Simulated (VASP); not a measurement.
Consider the following.

```
Te
1.0
    2.26690    -3.92638     0.00000
    2.26690     3.92638     0.00000
    0.00000     0.00000     5.95667
Te
3
Cartesian
  2.87064  -2.88067   3.97111
  3.32632   0.00000   0.00000
  2.87064   2.88067   1.98555
```

These are HSE06 screened hybrid with spin-orbit coupling, VASP's PBE PAW potentials (set 64) (plane waves; VASP) values and carry that method's errors. Run with 350 eV cut-off, 4×4×4 Γ-centred mesh, Gaussian smearing of 0.050 eV, potentials Te.

Task: Estimate the energy per atom (σ→0), largest force, band gap (over mesh and band path) with the smallest direct gap where there is one.

Result: 
| Item | Result |
|---|---|
| band gap (over mesh and band path) | 0.43 eV |
| smallest direct gap (over mesh and band path) | 0.43 eV |
| energy per atom (σ→0) | -4071 meV/atom |
| largest force | 0.00844 Ha/bohr |

The compound is Te in the trig structure. It was relaxed first. The cell's shape comes from a PBE relaxation.
